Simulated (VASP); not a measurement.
These are optB86b-vdW, VASP's PBE PAW potentials (set 64) (plane waves; VASP 6.6.1) values and carry that method's errors.

VASP ran on this input.

### INCAR
```
# general
SYSTEM   = Ti
PREC     = Accurate
ENCUT    = 520
LREAL    = F
LASPH    = T

# electronic loop
EDIFF    = 1E-7
NELM     = 100
ALGO     = Normal
LMAXMIX  = 4

# smearing
ISMEAR   = 1
SIGMA    = 0.1

# functional
GGA      = MK
LUSE_VDW = T
AGGAC    = 0.0
PARAM1   = 0.1234
PARAM2   = 1.0

# ions
IBRION   = 2
NSW      = 30
ISIF     = 4
EDIFFG   = -0.01

# output
LWAVE    = F
LCHARG   = F
```

File POSCAR:
```
Ti
1
    1.4256885968    -2.4693651408     0.0000000000
    1.4256885968     2.4693651408     0.0000000000
    0.0000000000     0.0000000000     4.5205338106
Ti
2
Direct
  0.3333330000   0.6666670000   0.2500000000
  0.6666670000   0.3333330000   0.7500000000
```

KPOINTS:
```
Automatic mesh
0
Gamma
14 14 8
0 0 0
```

POTCAR, in this order: Ti_sv (PBE.64 set). Program: vasp_std.

The resulting files:

File OUTCAR:
```
 ion  position               nearest neighbor table
   1  0.333  0.667  0.250-   2 2.80   2 2.80   2 2.80   2 2.80   2 2.80   2 2.80
   2  0.667  0.333  0.750-   1 2.80   1 2.80   1 2.80   1 2.80   1 2.80   1 2.80
  LATTYP: Found a hexagonal cell.
 ALAT       =     2.8513772416
 C/A-ratio  =     1.5853860881
 Subroutine PRICEL returns:
 Original cell was already a primitive cell.
 Subroutine GETGRP returns: Found 24 space group operations
The static configuration has the point symmetry D_3d.
 The point group associated with its full space group is D_6h.
The dynamic configuration has the point symmetry D_3d.
 Subroutine INISYM returns: Found 24 space group operations
 Subroutine IBZKPT returns following result:
 Found    120 irreducible k-points:

 Following reciprocal coordinates:
            Coordinates               Weight
  0.000000  0.000000  0.000000      1.000000
  0.071429  0.000000  0.000000      6.000000
  0.142857  0.000000  0.000000      6.000000
  0.214286  0.000000  0.000000      6.000000
  0.285714  0.000000  0.000000      6.000000
  0.357143 -0.000000  0.000000      6.000000
  0.428571  0.000000  0.000000      6.000000
...
```

### OSZICAR
```
       N       E                     dE             d eps       ncg     rms          rms(c)
DAV:   1     0.253105578939E+03    0.25311E+03   -0.13564E+04  3840   0.191E+03
DAV:   2     0.168887244805E+02   -0.23622E+03   -0.23499E+03  3928   0.495E+02
DAV:   3    -0.106753405750E+02   -0.27564E+02   -0.27363E+02  7584   0.137E+02
DAV:   4    -0.117271799779E+02   -0.10518E+01   -0.10518E+01  3944   0.286E+01
DAV:   5    -0.117828520424E+02   -0.55672E-01   -0.55671E-01  6360   0.450E+00    0.130E+01
DAV:   6    -0.100137853137E+02    0.17691E+01   -0.63661E+00  4512   0.306E+01    0.359E+00
DAV:   7    -0.100022750418E+02    0.11510E-01   -0.79565E-01  5776   0.798E+00    0.206E+00
DAV:   8    -0.100350614594E+02   -0.32786E-01   -0.22985E-01  4360   0.645E+00    0.760E-01
DAV:   9    -0.100257936449E+02    0.92678E-02   -0.49395E-02  4544   0.275E+00    0.638E-02
DAV:  10    -0.100261130924E+02   -0.31945E-03   -0.30044E-03  6008   0.449E-01    0.854E-02
DAV:  11    -0.100261158385E+02   -0.27461E-05   -0.18406E-04  5064   0.138E-01    0.322E-02
DAV:  12    -0.100261023436E+02    0.13495E-04   -0.33183E-05  4632   0.564E-02    0.270E-03
DAV:  13    -0.100261034991E+02   -0.11555E-05   -0.10643E-06  4760   0.867E-03    0.234E-03
DAV:  14    -0.100261045868E+02   -0.10877E-05   -0.28310E-07  4376   0.480E-03    0.362E-04
DAV:  15    -0.100261045492E+02    0.37606E-07   -0.20544E-08  2368   0.121E-03
   1 F= -.10026105E+02 E0= -.10026744E+02  d E =-.100261E+02
```

OUTCAR:
```
------------------------ aborting loop because EDIFF is reached ----------------------------------------
  FORCE on cell =-STRESS in cart. coord.  units (eV):
  Direction    XX          YY          ZZ          XY          YZ          ZX
  --------------------------------------------------------------------------------------
  Total        1.5910610      1.5910610      1.5769177      0.0000000      0.0000000      0.0000000
  in kB       80.0880457     80.0880493     79.3761261      0.0000000      0.0000000      0.0000000
  external PRESSURE =      79.8507404 kB  Pullay stress =       0.0000000 kB
  volume of cell :       31.83
      direct lattice vectors                 reciprocal lattice vectors
     1.425688597 -2.469365141  0.000000000     0.350707722 -0.202481193  0.000000000
     1.425688597  2.469365141  0.000000000     0.350707722  0.202481193  0.000000000
     0.000000000  0.000000000  4.520533811     0.000000000  0.000000000  0.221212813
 POSITION                                       TOTAL-FORCE (eV/Angst)
 -----------------------------------------------------------------------------------
      1.42569      0.82312      1.13013         0.000000     -0.000000      0.000000
      1.42569     -0.82312      3.39040        -0.000000      0.000000      0.000000
 -----------------------------------------------------------------------------------
    total drift:                                0.000163      0.001042     -0.000018
  FREE ENERGIE OF THE ION-ELECTRON SYSTEM (eV)
  ---------------------------------------------------
  free  energy   TOTEN  =       -10.0261045492 eV

  energy  without entropy=      -10.0280240823  energy(sigma->0) =      -10.02674439

 reached required accuracy - stopping structural energy minimisation
```
(Selected blocks of OUTCAR.)

The compound is Ti in the hcp structure. This cell is one point of a volume scan, at 0.94 of the reference volume.
